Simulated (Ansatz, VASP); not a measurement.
**Two plane-wave programs on RuC4**

```
Ru C
1.0
    -3.45892    3.45892    1.23334
     3.45892   -3.45892    1.23334
     3.45892    3.45892   -1.23334
Ru C
1 4
Cartesian
  0.0000 0.0000 0.0000
  1.9509 1.9507 1.2333
  1.5080 1.5082 0.0000
  1.9507 -1.9509 1.2333
  1.5082 5.4098 0.0000
```

Change from the starting cell: species swapped into the TiAu4 type (I4/m, No. 87).

Alike in both runs: functional PBE; k mesh 6 × 6 × 6; occupations gaussian, width 0.1 eV; no spin polarisation.

Ansatz relaxed the structure, and its values are those at the end. VASP's run is a single point on that final structure, the one shown.

```csv
,VASP,Ansatz
version,VASP 6.6.1,Ansatz 0.2.0
potentials or method,"VASP PAW PBE potentials, release 64 (Ru_pv, C)","scalar-relativistic, plane waves, PAW"
plane-wave cutoff (eV),520,420
valence electrons in the cell,30,32
```

VASP gave:

* gap on the k mesh at the Fermi level (eV): none
* pressure (GPa): 0.3
* rms of the force components (eV/Å): 0.013

Task: What did Ansatz give for the same quantities?

Result: gap on the k mesh at the Fermi level (eV): none; pressure (GPa): 0.1; rms of the force components (eV/Å): 0.002.

A gap of «none» marks a metal or a gap that the smearing closes. The two sets of potentials don't hold the same shells in valence.

Caveats: the k mesh is coarse (spacing up to 0.45 Å⁻¹), so the values aren't converged.
